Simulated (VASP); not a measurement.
These are PBE GGA with D4 dispersion, VASP's PBE PAW potentials (set 64) (plane waves; VASP) values and carry that method's errors.

The input files of a VASP run:

INCAR:
```
! general
SYSTEM =PtSe2
PREC   =Accurate
ENCUT  =520
LREAL  =F
LASPH  =T

! electronic loop
EDIFF  =1E-7
NELM   =100
ALGO   =Normal
LMAXMIX=6

! smearing
ISMEAR =-5

! functional
GGA    =PE
IVDW   =13

! ions
ISIF   =2

! output
LWAVE  =F
LCHARG =T
LORBIT =11
NEDOS  =601

! other
LEFG   =T
```

**KPOINTS**
```
Automatic
0
G
11 11 7
0 0 0
```

### POSCAR
```
PtSe2
1
    1.8880654295    -3.2702255047     0.0000000000
    1.8880654295     3.2702255047    -0.0000000000
   -0.0000000000    -0.0000000000     4.8011957051
Pt Se
1 2
Direct
  0.0000000000   0.0000000000   0.0000000000
  0.3333330000   0.6666670000   0.2661163640
  0.6666670000   0.3333330000   0.7338836360
```

POTCAR, in this order: Pt Se (PBE.64 set). Program: vasp_std.

Output

File OUTCAR:
```
 ion  position               nearest neighbor table
   1  0.000  0.000  0.000-   2 2.53   3 2.53   3 2.53   2 2.53   3 2.53   2 2.53
   2  0.333  0.667  0.266-   1 2.53   1 2.53   1 2.53
   3  0.667  0.333  0.734-   1 2.53   1 2.53   1 2.53
  LATTYP: Found a hexagonal cell.
 ALAT       =     3.7761310779
 C/A-ratio  =     1.2714589632
 Subroutine PRICEL returns:
 Original cell was already a primitive cell.
 Subroutine GETGRP returns: Found 12 space group operations
The static configuration has the point symmetry D_3d.
The dynamic configuration has the point symmetry D_3d.
 Subroutine INISYM returns: Found 12 space group operations
 Subroutine IBZKPT returns following result:
 Found     94 irreducible k-points:

 Following reciprocal coordinates:
            Coordinates               Weight
  0.000000  0.000000  0.000000      1.000000
  0.090909 -0.000000  0.000000      6.000000
  0.181818  0.000000  0.000000      6.000000
  0.272727  0.000000  0.000000      6.000000
  0.363636  0.000000  0.000000      6.000000
  0.454545  0.000000  0.000000      6.000000
  0.090909  0.090909  0.000000      6.000000
  0.181818  0.090909  0.000000     12.000000
  0.272727  0.090909  0.000000     12.000000
  0.363636  0.090909  0.000000     12.000000
  0.454545  0.090909  0.000000      6.000000
  0.181818  0.181818  0.000000      6.000000
  0.272727  0.181818  0.000000     12.000000
  0.363636  0.181818  0.000000     12.000000
  0.272727  0.272727  0.000000      6.000000
  0.363636  0.272727  0.000000      6.000000
  0.000000  0.000000  0.142857      2.000000
  0.090909 -0.000000  0.142857      6.000000
 -0.000000  0.090909  0.142857      6.000000
  0.181818  0.000000  0.142857      6.000000
  0.000000  0.181818  0.142857      6.000000
  0.272727  0.000000  0.142857      6.000000
  0.000000  0.272727  0.142857      6.000000
  0.363636  0.000000  0.142857      6.000000
  0.000000  0.363636  0.142857      6.000000
  0.454545  0.000000  0.142857      6.000000
  0.000000  0.454545  0.142857      6.000000
  0.090909  0.090909  0.142857     12.000000
  0.181818  0.090909  0.142857     12.000000
 -0.090909  0.272727  0.142857     12.000000
  0.272727  0.090909  0.142857     12.000000
 -0.090909  0.363636  0.142857     12.000000
  0.363636  0.090909  0.142857     12.000000
 -0.090909  0.454545  0.142857     12.000000
  0.454545  0.090909  0.142857     12.000000
  0.181818  0.181818  0.142857     12.000000
  0.272727  0.181818  0.142857     12.000000
 -0.181818  0.454545  0.142857     12.000000
  0.363636  0.181818  0.142857     12.000000
 -0.181818 -0.454545  0.142857     12.000000
   k-points           NKPTS =     94   k-points in BZ     NKDIM =     94   number of bands    NBANDS=     15
   number of dos      NEDOS =    601   number of ions     NIONS =      3
   total plane-waves  NPLWV =  28224
   dimension x,y,z NGX =    28 NGY =   28 NGZ =   36
   dimension x,y,z NGXF=    56 NGYF=   56 NGZF=   72
   ions per type =               1   2
   PREC   = accura    normal or accurate (medium, high low for compatibility)
   ISTART =      0    job   : 0-new  1-cont  2-samecut
   ICHARG =      2    charge: 1-file 2-atom 10-const
   ISPIN  =      1    spin polarized calculation?
   LNONCOLLINEAR =      F non collinear calculations
   LSORBIT =      F    spin-orbit coupling
   INIWAV =      1    electr: 0-lowe 1-rand  2-diag
   ENCUT  =  520.0 eV  38.22 Ry    6.18 a.u.   7.02  7.02  8.93*2*pi/ulx,y,z
   NELM   =    100;   NELMIN=  2; NELMDL= -5     # of ELM steps
   EDIFF  = 0.1E-06   stopping-criterion for ELM
   LREAL  =      F    real-space projection
...
```

File OSZICAR:
```
       N       E                     dE             d eps       ncg     rms          rms(c)
DAV:   1     0.117526123093E+03    0.11753E+03   -0.10353E+04  2852   0.130E+03
DAV:   2    -0.980593103634E+01   -0.12733E+03   -0.12498E+03  3583   0.241E+02
DAV:   3    -0.148807390753E+02   -0.50748E+01   -0.50319E+01  3479   0.504E+01
DAV:   4    -0.149200721117E+02   -0.39333E-01   -0.39327E-01  3345   0.483E+00
DAV:   5    -0.149204916312E+02   -0.41952E-03   -0.41954E-03  3576   0.479E-01    0.124E+01
DAV:   6    -0.144169635337E+02    0.50353E+00   -0.50485E+00  2855   0.219E+01    0.770E+00
DAV:   7    -0.142109040448E+02    0.20606E+00   -0.93843E-01  2855   0.103E+01    0.376E+00
DAV:   8    -0.141955425956E+02    0.15361E-01   -0.66273E-02  2904   0.190E+00    0.857E-01
DAV:   9    -0.141933038099E+02    0.22388E-02   -0.10223E-02  3240   0.107E+00    0.185E-01
DAV:  10    -0.141934550570E+02   -0.15125E-03   -0.13408E-03  3128   0.273E-01    0.429E-02
DAV:  11    -0.141935103872E+02   -0.55330E-04   -0.49245E-05  3576   0.686E-02    0.236E-02
DAV:  12    -0.141934897975E+02    0.20590E-04   -0.10013E-05  2953   0.255E-02    0.317E-03
DAV:  13    -0.141934873108E+02    0.24867E-05   -0.80792E-07  3730   0.640E-03    0.134E-03
DAV:  14    -0.141934861801E+02    0.11307E-05   -0.86127E-08  2243   0.243E-03    0.560E-04
DAV:  15    -0.141934861878E+02   -0.76946E-08   -0.13688E-08  1501   0.875E-04
   1 F= -.15736836E+02 E0= -.15736836E+02  d E =0.000000E+00
```

File OUTCAR:
```
------------------------ aborting loop because EDIFF is reached ----------------------------------------
  Edisp (eV):   -1.54335
  FORCE on cell =-STRESS in cart. coord.  units (eV):
  Direction    XX          YY          ZZ          XY          YZ          ZX
  --------------------------------------------------------------------------------------
  Total      -0.02494    -0.02494     0.07306    -0.00000     0.00000     0.00000
  in kB      -0.67405    -0.67406     1.97441    -0.00000     0.00000     0.00000
  external pressure =        0.21 kB  Pullay stress =        0.00 kB
  volume of cell :       59.29
      direct lattice vectors                 reciprocal lattice vectors
     1.888065429 -3.270225505  0.000000000     0.264821331 -0.152894655  0.000000000
     1.888065429  3.270225505  0.000000000     0.264821331  0.152894655  0.000000000
     0.000000000  0.000000000  4.801195705     0.000000000  0.000000000  0.208281449
 POSITION                                       TOTAL-FORCE (eV/Angst)
 -----------------------------------------------------------------------------------
      0.00000      0.00000      0.00000         0.000000     -0.000000      0.000000
      1.88807      1.09008      1.27768         0.000000     -0.000000      0.002005
      1.88807     -1.09008      3.52352        -0.000000      0.000000     -0.002005
 -----------------------------------------------------------------------------------
    total drift:                               -0.000000      0.000000      0.000000
  FREE ENERGIE OF THE ION-ELECTRON SYSTEM (eV)
  ---------------------------------------------------
  free  energy   TOTEN  =       -15.7368356417 eV

  energy  without entropy=      -15.7368356417  energy(sigma->0) =      -15.73683564

 total charge

# of ion       s       p       d       tot
------------------------------------------
    1        0.673   0.671   8.024   9.368
    2        1.488   2.217   0.070   3.775
    3        1.488   2.217   0.070   3.775
--------------------------------------------------
tot          3.650   5.104   8.165  16.919

 Electric field gradients after diagonalization (V/A^2)
 (convention: |V_zz| > |V_xx| > |V_yy|)
----------------------------------------------------------------------
 ion       V_xx      V_yy      V_zz     asymmetry (V_yy - V_xx)/ V_zz
----------------------------------------------------------------------
   1     -63.508   -63.507   127.015       0.000
   2      18.373    18.373   -36.746       0.000
   3      18.373    18.373   -36.746       0.000
```
(Selected blocks of OUTCAR.)

For a metal the tetrahedron method with Blöchl corrections gives inexact stress and forces.

The compound is PtSe2 in the 1T layered structure. It was relaxed first.
